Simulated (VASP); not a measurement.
```
CELL_PARAMETERS angstrom
     10.12538     0.00000     0.00000
      0.00000    10.12538     0.00000
      0.00000     0.00000    10.12538
ATOMIC_POSITIONS crystal
  Hf 0.50000 0.00000 0.00000
  Hf 0.75000 0.25000 0.00000
  Hf 0.75000 0.00000 0.25000
  Hf 0.00000 0.00000 0.00000
  Hf 0.25000 0.25000 0.00000
  Hf 0.50000 0.50000 0.00000
  Hf 0.75000 0.75000 0.00000
  Hf 0.25000 0.00000 0.25000
  Hf 0.50000 0.25000 0.25000
  Hf 0.75000 0.50000 0.25000
  Hf 0.50000 0.00000 0.50000
  Hf 0.75000 0.25000 0.50000
  Hf 0.75000 0.00000 0.75000
  Hf 0.00000 0.50000 0.00000
  Hf 0.25000 0.75000 0.00000
  Hf 0.00000 0.25000 0.25000
  Hf 0.25000 0.50000 0.25000
  Hf 0.50000 0.75000 0.25000
  Hf 0.00000 0.00000 0.50000
  Hf 0.25000 0.25000 0.50000
  Hf 0.75000 0.75000 0.50000
  Hf 0.25000 0.00000 0.75000
  Hf 0.50000 0.25000 0.75000
  Hf 0.75000 0.50000 0.75000
  Hf 0.00000 0.75000 0.25000
  Hf 0.00000 0.50000 0.50000
  Hf 0.25000 0.75000 0.50000
  Hf 0.00000 0.25000 0.75000
  Hf 0.25000 0.50000 0.75000
  Hf 0.50000 0.75000 0.75000
  Hf 0.00000 0.75000 0.75000
  O  0.62500 0.12500 0.12500
  O  0.87500 0.37500 0.37500
  O  0.87500 0.37500 0.12500
  O  0.12500 0.62500 0.37500
  O  0.87500 0.12500 0.37500
  O  0.12500 0.37500 0.62500
  O  0.12500 0.12500 0.12500
  O  0.37360 0.37946 0.37346
  O  0.37500 0.37500 0.12500
  O  0.62698 0.62884 0.37165
  O  0.62500 0.62500 0.12500
  O  0.87500 0.87500 0.37500
  O  0.87500 0.87500 0.12500
  O  0.12500 0.12500 0.37500
  O  0.37500 0.12500 0.37500
  O  0.62635 0.37807 0.62668
  O  0.62214 0.37657 0.37529
  O  0.87500 0.62500 0.62500
  O  0.87500 0.62500 0.37500
  O  0.12500 0.87500 0.62500
  O  0.62500 0.12500 0.62500
  O  0.87500 0.37500 0.87500
  O  0.87500 0.37500 0.62500
  O  0.12500 0.62500 0.87500
  O  0.87500 0.12500 0.87500
  O  0.12500 0.37500 0.12500
  O  0.12500 0.62500 0.12500
  O  0.37500 0.87500 0.37500
  O  0.37500 0.87500 0.12500
  O  0.62500 0.12500 0.37500
  O  0.12500 0.37500 0.37500
  O  0.37107 0.62708 0.62875
  O  0.37578 0.62362 0.37847
  O  0.62500 0.87500 0.62500
  O  0.62500 0.87500 0.37500
  O  0.87500 0.12500 0.62500
  O  0.12500 0.12500 0.62500
  O  0.37500 0.37500 0.87500
  O  0.37091 0.37322 0.62811
  O  0.62500 0.62500 0.87500
  O  0.62909 0.62409 0.62168
  O  0.87500 0.87500 0.87500
  O  0.87500 0.87500 0.62500
  O  0.12500 0.12500 0.87500
  O  0.37500 0.12500 0.87500
  O  0.62500 0.37500 0.12500
  O  0.62500 0.37500 0.87500
  O  0.87500 0.62500 0.12500
  O  0.87500 0.62500 0.87500
  O  0.12500 0.87500 0.12500
  O  0.12500 0.87500 0.37500
  O  0.37500 0.12500 0.62500
  O  0.12500 0.62500 0.62500
  O  0.37500 0.87500 0.87500
  O  0.37500 0.87500 0.62500
  O  0.62500 0.12500 0.87500
  O  0.12500 0.37500 0.87500
  O  0.37500 0.62500 0.12500
  O  0.37500 0.62500 0.87500
  O  0.62500 0.87500 0.12500
  O  0.62500 0.87500 0.87500
  O  0.87500 0.12500 0.12500
  O  0.12500 0.87500 0.87500
  O  0.37500 0.12500 0.12500
```
Cell charge +2.

All values below come from PBE GGA, VASP's PBE PAW potentials (set 64) (plane waves; VASP 6.6.1). Run with PREC = Normal, LREAL = Auto, ISYM = 0, NELECT = 506.0, EDIFF = 1E-5, 400 eV cut-off, 1×1×1 Γ-centred mesh, Gaussian smearing of 0.050 eV, potentials Hf O.

The cell is charged, with a uniform compensating background. The supercell is sampled at Γ alone, which is coarse: total energies, pressure and levels can be off, energies of defects by several tenths of an eV.

Task: The ions are relaxed. What does this cell relax into?

Result: 
```
CELL_PARAMETERS angstrom
     10.12538     0.00000     0.00000
      0.00000    10.12538     0.00000
      0.00000     0.00000    10.12538
ATOMIC_POSITIONS crystal
  Hf 0.49999 0.00002 0.99999
  Hf 0.74944 0.25048 0.00003
  Hf 0.74946 0.00035 0.25036
  Hf 0.00000 0.99996 0.00001
  Hf 0.25028 0.25062 0.00026
  Hf 0.49996 0.50005 0.00003
  Hf 0.74948 0.74963 0.00004
  Hf 0.25035 0.00021 0.25062
  Hf 0.49968 0.25499 0.25483
  Hf 0.74539 0.50001 0.25456
  Hf 0.50002 0.00005 0.50001
  Hf 0.74494 0.25520 0.50002
  Hf 0.74964 0.00019 0.74941
  Hf 0.00000 0.50008 0.00001
  Hf 0.25051 0.74966 0.00011
  Hf 0.99989 0.25059 0.25052
  Hf 0.25473 0.50031 0.25493
  Hf 0.50000 0.74547 0.25462
  Hf 0.99995 0.00005 0.50001
  Hf 0.25452 0.25465 0.50000
  Hf 0.74537 0.74544 0.49998
  Hf 0.25040 0.00018 0.74954
  Hf 0.49999 0.25463 0.74546
  Hf 0.74514 0.50026 0.74527
  Hf 0.99998 0.74970 0.25058
  Hf 0.99998 0.50004 0.50005
  Hf 0.25470 0.74545 0.50004
  Hf 0.99974 0.25059 0.74968
  Hf 0.25462 0.50000 0.74546
  Hf 0.49999 0.74546 0.74539
  Hf 0.00005 0.74952 0.74955
  O  0.62534 0.12500 0.12479
  O  0.87718 0.37585 0.37557
  O  0.87521 0.37453 0.12473
  O  0.12276 0.62435 0.37565
  O  0.87510 0.12504 0.37466
  O  0.12251 0.37573 0.62450
  O  0.12468 0.12497 0.12477
  O  0.36557 0.36595 0.36594
  O  0.37569 0.37581 0.12279
  O  0.63452 0.63459 0.36547
  O  0.62432 0.62442 0.12248
  O  0.87519 0.87533 0.37440
  O  0.87512 0.87522 0.12470
  O  0.12482 0.12486 0.37448
  O  0.37563 0.12284 0.37584
  O  0.63404 0.36596 0.63440
  O  0.63401 0.36616 0.36584
  O  0.87731 0.62444 0.62442
  O  0.87748 0.62444 0.37581
  O  0.12487 0.87520 0.62563
  O  0.62425 0.12284 0.62428
  O  0.87504 0.37467 0.87505
  O  0.87718 0.37583 0.62422
  O  0.12477 0.62548 0.87509
  O  0.87517 0.12490 0.87534
  O  0.12489 0.37476 0.12505
  O  0.12486 0.62563 0.12479
  O  0.37569 0.87751 0.37553
  O  0.37448 0.87526 0.12468
  O  0.62424 0.12298 0.37564
  O  0.12252 0.37568 0.37583
  O  0.36560 0.63438 0.63457
  O  0.36593 0.63441 0.36597
  O  0.62435 0.87753 0.62446
  O  0.62435 0.87760 0.37580
  O  0.87505 0.12500 0.62555
  O  0.12475 0.12490 0.62540
  O  0.37560 0.37572 0.87748
  O  0.36556 0.36564 0.63445
  O  0.62422 0.62436 0.87722
  O  0.63419 0.63447 0.63411
  O  0.87527 0.87532 0.87507
  O  0.87520 0.87528 0.62534
  O  0.12476 0.12485 0.87515
  O  0.37451 0.12491 0.87531
  O  0.62438 0.37578 0.12277
  O  0.62426 0.37571 0.87744
  O  0.87518 0.62546 0.12497
  O  0.87508 0.62556 0.87526
  O  0.12475 0.87540 0.12502
  O  0.12487 0.87517 0.37478
  O  0.37563 0.12266 0.62443
  O  0.12262 0.62436 0.62423
  O  0.37462 0.87521 0.87498
  O  0.37571 0.87741 0.62417
  O  0.62545 0.12488 0.87508
  O  0.12473 0.37455 0.87536
  O  0.37571 0.62440 0.12286
  O  0.37563 0.62438 0.87758
  O  0.62539 0.87528 0.12496
  O  0.62552 0.87522 0.87530
  O  0.87512 0.12483 0.12487
  O  0.12486 0.87523 0.87541
  O  0.37446 0.12497 0.12504
```
Cell charge +2.

Task: How much energy does the relaxation gain?

Result: The energy (σ→0) changes by -18.1 meV/atom, in 30 ionic steps.

The cell is a supercell with a defect, built from HfO2 (fluorite, the high-temperature cubic form, which is unstable at 0 K; the monoclinic form is the stable one): vac_Hf, charge +2. The run is not spin-polarised, so no state with unpaired spins was tried.
